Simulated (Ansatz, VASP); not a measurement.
# HfGe: 4 runs at one level of theory

The starting cell:

```
Hf Ge
1.0
     3.21967    0.00000    0.00000
     0.00000    3.21967    0.00000
     0.00000    0.00000    4.10843
Hf Ge
1 1
Cartesian
  1.6098 1.6098 0.0000
  0.0000 0.0000 0.0000
```

The cell comes from a database or a generator and needn't be the stable form of this composition.

Alike in all runs: task relaxation of cell and atoms; functional PBE; k mesh 8 × 8 × 7; occupations fermi-dirac, width 0.05 eV; no spin polarisation; no spin-orbit coupling.

```json
{"program and potentials": "Ansatz, Ansatz PAW", "plane-wave cutoff (eV)": "420", "notes": "20 valence electrons an atom on average", "equilibrium volume (Å³/atom)": "22.42"}
{"program and potentials": "VASP, PBE PAW files Ge_d, Hf_pv, 900 eV", "plane-wave cutoff (eV)": "900", "notes": "12 valence electrons an atom on average", "equilibrium volume (Å³/atom)": "22.36"}
{"program and potentials": "VASP, PBE PAW files Ge, Hf, 900 eV", "plane-wave cutoff (eV)": "900", "notes": "4 valence electrons an atom on average", "equilibrium volume (Å³/atom)": "22.29"}
{"program and potentials": "VASP, PBE PAW files Ge_h, Hf_pv, 900 eV", "plane-wave cutoff (eV)": "900", "notes": "12 valence electrons an atom on average", "equilibrium volume (Å³/atom)": "22.36"}
```

The equilibrium volume spans 22.29 (VASP, PBE PAW files Ge, Hf, 900 eV) to 22.42 Å³/atom (Ansatz, Ansatz PAW). Relaxations stop with a little pressure left, so the last digit of a volume isn't settled.

Differences between rows come from potentials, basis sets and numerical settings, since the functional is the same but for its coding. Runs on potential files found faulty are left out.
